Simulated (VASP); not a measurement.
Consider the following.

```
CELL_PARAMETERS angstrom
      2.91612     0.00000     0.00000
      0.00000     2.91612     0.00000
      0.00000     0.00000     2.91612
ATOMIC_POSITIONS crystal
  Si 0.50000 0.50000 0.50000
  Ru 0.00000 0.00000 0.00000
```

Computed with LDA (Ceperley-Alder, Perdew-Zunger), VASP's LDA PAW potentials (set 64) (plane waves; VASP). Settings: 300 eV cut-off, 8×8×8 Γ-centred mesh, Fermi-Dirac smearing of 0.10 eV, potentials Si Ru_pv.

At this cut-off the stress carries a Pulay error, which pulls relaxed volumes low.

What does the run give for the energy per atom (σ→0), pressure, band gap (on the k-mesh) with the smallest direct gap where there is one?

```json
{
  "band gap (on the k-mesh)": "none (metal, semimetal or under 0.01 eV)",
  "energy per atom (σ→0)": "-870.8 kJ/mol of atoms",
  "pressure": "-6.61 GPa"
}
```

The absolute energy has meaning only against runs of the same code, potentials and settings.

The structure comes from a computed database's SiRu entry (Pm-3m); how it stands against other phases isn't given here. The cell was not relaxed at this level.
